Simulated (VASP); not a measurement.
Input:

```yaml
crystal:
  lattice:
    - [0.00000, 2.71741, 2.71741]
    - [2.71741, 0.00000, 2.71741]
    - [2.71741, 2.71741, 0.00000]
  atoms:
    - { symbol: Ce, position: [0.00000, 0.00000, 0.00000] }
    - { symbol: O, position: [0.25000, 0.25000, 0.25000] }
    - { symbol: O, position: [0.75000, 0.75000, 0.75000] }
```

All values below come from r2SCAN meta-GGA, VASP's PBE PAW potentials (set 64) (plane waves; VASP). Numerical set-up: 520 eV cut-off, 8×8×8 Γ-centred mesh, tetrahedra with Blöchl corrections, potentials Ce O.

Predict the energy per atom (σ→0), band gap (over mesh and band path) with the smallest direct gap where there is one.

```yaml
band gap (over mesh and band path): 2.17 eV
smallest direct gap (over mesh and band path): 2.26 eV
energy per atom (σ→0): -18.011 eV/atom
```

Total energies compare only between runs with the same potentials, cut-off and functional.

The compound is CeO2 in the fluorite structure. It was relaxed first. The run is not spin-polarised, so no magnetic state was tried.
